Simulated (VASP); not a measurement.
Wanted: the native input for a VASP 6.6.1 run.

```yaml
Task: single point
Functional: HSE06
Potentials_or_basis: VASP PAW PBE potentials, release 64 (Be, Te, Se)
Cutoff: 520 eV
k_mesh: 6 × 6 × 6
Occupations: gaussian, width 0.02 eV
Spin: no spin polarisation
Grid_for_exact_exchange_PRECFOCK: Fast
Screening_parameter: 0.2 1/A
Further_INCAR_settings: ALGO = Normal; EDIFF = 1e-05
```

Be3Te2Se:

```
CELL_PARAMETERS angstrom
-1.94948 5.84461 2.75031
1.94948 -5.84461 2.75031
1.94948 5.84461 -2.75031
ATOMIC_POSITIONS crystal
Be 0.60630 0.76305 0.84325
Be 0.91980 0.76305 0.15675
Be 0.22458 0.72458 0.50000
Te 0.66446 0.99952 0.66494
Te 0.33458 0.99952 0.33506
Se 0.00002 0.00002 0.00000
```

The cell was built by a generator and needn't be a form met in nature.

One way to write it, as run:

POSCAR

```
Be3Te2Se
1.0
   -1.9494800000      5.8446100000      2.7503100000
    1.9494800000     -5.8446100000      2.7503100000
    1.9494800000      5.8446100000     -2.7503100000
Be Te Se
3 2 1
Direct
    0.6062970000      0.7630470000      0.8432500000
    0.9197960000      0.7630470000      0.1567500000
    0.2245800000      0.7245800000      0.5000000000
    0.6644610000      0.9995180000      0.6649430000
    0.3345760000      0.9995180000      0.3350570000
    0.0000150000      0.0000150000      0.0000000000
```

INCAR.step1

```
SYSTEM = Be3Te2Se
PREC = Accurate
ENCUT = 520
EDIFF = 1E-5
ISMEAR = 0
SIGMA = 0.02
LREAL = .FALSE.
LASPH = .TRUE.
NELM = 40
ALGO = Normal
ISIF = 2
LWAVE = .TRUE.
KPAR = 8
GGA = PE
```

INCAR.step2

```
SYSTEM = Be3Te2Se
PREC = Accurate
ENCUT = 520
EDIFF = 1E-5
ISMEAR = 0
SIGMA = 0.02
LREAL = .FALSE.
LASPH = .TRUE.
NELM = 40
ALGO = Normal
ISIF = 2
LWAVE = .FALSE.
LCHARG = .FALSE.
GGA = PE
LHFCALC = .TRUE.
HFSCREEN = 0.2
PRECFOCK = Fast
KPAR = 8
ISTART = 1
```

KPOINTS

```
Automatic mesh
0
G
  6 6 6
  0 0 0
```

Potentials or basis: VASP PAW PBE potentials, release 64 (Be, Te, Se).

Command:

```bash
$ cat potpaw_PBE.64/Be/POTCAR potpaw_PBE.64/Te/POTCAR potpaw_PBE.64/Se/POTCAR > POTCAR
$ cp INCAR.step1 INCAR
$ mpirun -np 8 vasp_std > vasp.out
$ cp INCAR.step2 INCAR
$ mpirun -np 8 vasp_std > vasp.out
```

It gave:

The pressure is -1.4 GPa. The largest force is 0.023 eV/Å and the band gap on the k mesh is 2.67 eV, indirect (least direct gap 2.82 eV).

Caveat: the PAW data sets were made with another functional, which shifts forces and pressure a little; spin-orbit coupling is left out, which moves the levels of the heavy elements.

Wall time 28 min on 8 MPI ranks on AMD EPYC 9R45 (Zen 5), with other jobs on the host, peak memory 0.53 GiB a rank.
